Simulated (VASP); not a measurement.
Here is the system:

```yaml
crystal:
  lattice:
    - [4.04527, 0.00000, 0.00000]
    - [0.00000, 4.04527, 0.00000]
    - [0.00000, 0.00000, 4.04527]
  atoms:
    - { symbol: Sc, position: [0.00000, 0.00000, 0.00000] }
    - { symbol: Rh, position: [0.00000, 0.50000, 0.50000] }
    - { symbol: Rh, position: [0.50000, 0.00000, 0.50000] }
    - { symbol: Rh, position: [0.50000, 0.50000, 0.00000] }
    - { symbol: C, position: [0.50000, 0.50000, 0.50000] }
```

Calculation: PBEsol GGA, VASP's PBE PAW potentials (set 64) (plane waves; VASP). Numerical set-up: 520 eV cut-off, Gaussian smearing of 0.050 eV, potentials Sc_sv Rh_pv C.

Question: Give the energies of bands 22 to 35 at the high-symmetry points, in eV from the Fermi level.

Answer: 
```
band      Γ      X      M      R
----  -----  -----  -----  -----
22    -3.20  -3.73  -3.38  -3.06
23    -3.20  -3.59  -3.29  -3.06
24    -2.29  -2.99  -2.92  -3.06
25    -2.29  -2.12  -2.92  -1.68
26    -2.29  -1.90  -2.68  -1.68
27    -1.83  -1.69  -1.86  -0.16
28    -1.83  -1.69  -1.67  -0.16
29    -0.01  -1.12  -1.20  -0.16
30    -0.01  -0.01  -1.06   0.34
31    -0.01   0.60   1.12   0.34
32     0.07   0.60   1.12   0.34
33     2.58   1.48   1.78   1.54
34     2.58   1.48   1.78   1.54
35     3.57   2.14   1.84   1.54
```

It has no gap at this level: it comes out as a metal or semimetal.

The structure comes from a computed database's ScRh3C entry (Pm-3m); how it stands against other phases isn't given here. It was relaxed first.
